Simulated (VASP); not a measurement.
A cell of In (bct) near equilibrium:

```
In
1.0
   -1.61842     1.61842     2.50457
    1.61842    -1.61842     2.50457
    1.61842     1.61842    -2.50457
In
1
Direct
  0.00000   0.00000   0.00000
```

All values below come from r2SCAN meta-GGA, VASP's PBE PAW potentials (set 64) (plane waves; VASP 6.6.1).

```json
[
 {"run": "as it is", "ΔE (meV/atom)": "0.0", "σxx": "0.07", "σyy": "0.07", "σzz": "0.04", "largest shear component, with its sign (GPa)": "0.00", "largest force (eV/Å)": "0.000"},
 {"run": "after one change", "ΔE (meV/atom)": "8.5", "σxx": "2.33", "σyy": "2.33", "σzz": "2.15", "largest shear component, with its sign (GPa)": "0.00", "largest force (eV/Å)": "0.000"}
]
```
Stress is in GPa, positive when the cell is compressed.

Q: Name the change that produced these shifts.
A) isotropic strain of +0.5 %
B) isotropic strain of -1.0 %
C) isotropic strain of -1.5 %

A: C, isotropic strain of -1.5 %

The compound is In in the bct structure.
